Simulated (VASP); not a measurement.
Data:

```xyz
63
Lattice="11.4648 0.0000 0.0000 0.0000 11.4648 0.0000 0.0000 0.0000 11.4648" Properties=species:S:1:pos:R:3 pbc="T T T"
Al     5.7197     0.0058     0.0040
Al     8.5966     2.8708    11.4596
Al     8.5990    11.4566     2.8693
Al     0.0019    11.4631    11.4616
Al     2.8734     2.8539     0.0045
Al     5.7358     5.7294    11.4589
Al     8.6119     8.5961     0.0050
Al     2.8682     0.0036     2.8533
Al     5.7320     2.8616     2.8709
Al     8.5932     5.7297     2.8801
Al     5.7378    11.4580     5.7353
Al     8.5929     2.8862     5.7136
Al     8.6097     0.0126     8.5921
Al    11.4592     5.7443     0.0081
Al     2.8639     8.5999    11.4621
Al     0.0096     2.8685     2.8666
Al     2.8574     5.7304     2.8686
Al     5.7339     8.6106     2.8675
Al    11.4611     0.0075     5.7459
Al     2.8564     2.8696     5.7330
Al     5.7345     5.7371     5.7345
Al     8.5997     8.6123     5.7332
Al     2.8645    11.4631     8.6026
Al     5.7378     2.8673     8.6056
Al     8.5994     5.7311     8.6106
Al    11.4627     8.5958     2.8522
Al     0.0122     5.7335     5.7336
Al     2.8722     8.5974     5.7463
Al    11.4606     2.8528     8.5976
Al     2.8717     5.7457     8.5978
Al     5.7184     8.5964     8.6003
Al     0.0030     8.6018     8.6027
As     7.1764     1.4469     1.4485
As    10.0144     4.2904     1.4528
As    10.0185     1.4500     4.2888
As     1.4325     1.4341     1.4323
As     4.3153     4.3091     1.4504
As     7.1565     7.1513     1.4499
As    10.0325    10.0337     1.4338
As     4.3119     1.4447     4.3144
As    10.0204     7.1546     4.3126
As     7.1592     1.4579     7.1430
As    10.0189     4.3105     7.1510
As    10.0296     1.4357    10.0358
As     1.4351     7.1650     1.4340
As     4.2986    10.0319     1.4323
As     1.4334     4.2999     4.2994
As     4.3133     7.1537     4.2883
As     7.1660    10.0338     4.3003
As     1.4346     1.4337     7.1671
As     4.3143     4.2903     7.1537
As     7.1782     7.1555     7.1556
As    10.0331    10.0349     7.1682
As     4.3017     1.4348    10.0295
As     7.1658     4.2990    10.0333
As    10.0331     7.1662    10.0332
As     1.4325    10.0325     4.3010
As     1.4352     7.1678     7.1678
As     4.3010    10.0342     7.1673
As     1.4331     4.3004    10.0339
As     4.3010     7.1639    10.0362
As     7.1673    10.0350    10.0317
As     1.4334    10.0320    10.0325
```
Cell charge +1.

Computed with HSE06 screened hybrid, VASP's PBE PAW potentials (set 64) (plane waves; VASP). Run with PREC = Normal, LREAL = Auto, ISYM = 0, NELECT = 250.0, EDIFF = 1E-5, 400 eV cut-off, 1×1×1 Γ-centred mesh, Gaussian smearing of 0.050 eV, potentials Al As.

The cell is charged, with a uniform compensating background. The supercell is sampled at Γ alone, which is coarse: total energies, pressure and levels can be off, energies of defects by several tenths of an eV.

Q: Estimate the energy per atom (σ→0).

A: 
```json
{
 "energy per atom (σ→0)": "-5.455 eV/atom"
}
```

The cell is a supercell with a defect, built from AlAs (zinc blende): vac_As, charge +1. The cell's shape comes from a PBE relaxation. The run is not spin-polarised, so no state with unpaired spins was tried.
